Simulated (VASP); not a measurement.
```xyz
4
Lattice="1.2056 -2.0881 0.0000 1.2056 2.0881 0.0000 0.0000 0.0000 8.1518" Properties=species:S:1:pos:R:3 pbc="T T T"
C      0.0000     0.0000     2.0380
C      0.0000     0.0000     6.1139
C      1.2056     0.6960     2.0380
C      1.2056    -0.6960     6.1139
```

These are AM05 GGA, VASP's PBE PAW potentials (set 64) (plane waves; VASP) values and carry that method's errors. Settings: 520 eV cut-off, 10×10×3 Γ-centred mesh, Gaussian smearing of 0.050 eV, potentials C.

Without a dispersion term in the relaxation, distances and binding between the weakly bound layers, chains or molecules are unreliable, and so is what depends on them.

Q: The ions and cell shape at fixed volume are relaxed. What does this cell relax into?

A: 
```xyz
4
Lattice="1.2300 -2.1303 0.0000 1.2300 2.1303 0.0000 0.0000 0.0000 7.8321" Properties=species:S:1:pos:R:3 pbc="T T T"
C      0.0000     0.0000     1.9580
C      0.0000     0.0000     5.8740
C      1.2300     0.7101     1.9580
C      1.2300    -0.7101     5.8740
```
Space group P6_3/mmc (194), at a tolerance of 0.03 Å.

Q: How much energy does the relaxation gain?

A: The energy (σ→0) changes by -28.6 meV/atom, in 3 ionic steps.

The compound is C in the graphite structure. This cell is one point of a volume scan, at 0.94 of the reference volume. Symmetry was kept, so distortions that lower it aren't found.
